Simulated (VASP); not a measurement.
```xyz
2
Lattice="0.0000 2.9440 2.9440 2.9440 0.0000 2.9440 2.9440 2.9440 0.0000" Properties=species:S:1:pos:R:3 pbc="T T T"
Hg     0.0000     0.0000     0.0000
S      1.4720     1.4720     1.4720
```

Calculation: PBEsol GGA, VASP's PBE PAW potentials (set 64) (plane waves; VASP 6.6.1). Settings: 400 eV cut-off, 12×12×12 Γ-centred mesh, tetrahedra with Blöchl corrections, potentials Hg S.

Unless said otherwise, spin-orbit coupling is left out, though it shifts the bands of the heavy elements here.

Problem. Predict the energy per atom (σ→0), band gap (on the k-mesh) with the smallest direct gap where there is one.

Solution. 
```json
{
  "band gap (on the k-mesh)": "none (metal, semimetal or under 0.01 eV)",
  "energy per atom (σ→0)": "-2.639 eV/atom"
}
```

The compound is HgS in the zinc blende structure, metacinnabar; cinnabar is the stable form. It was relaxed first.
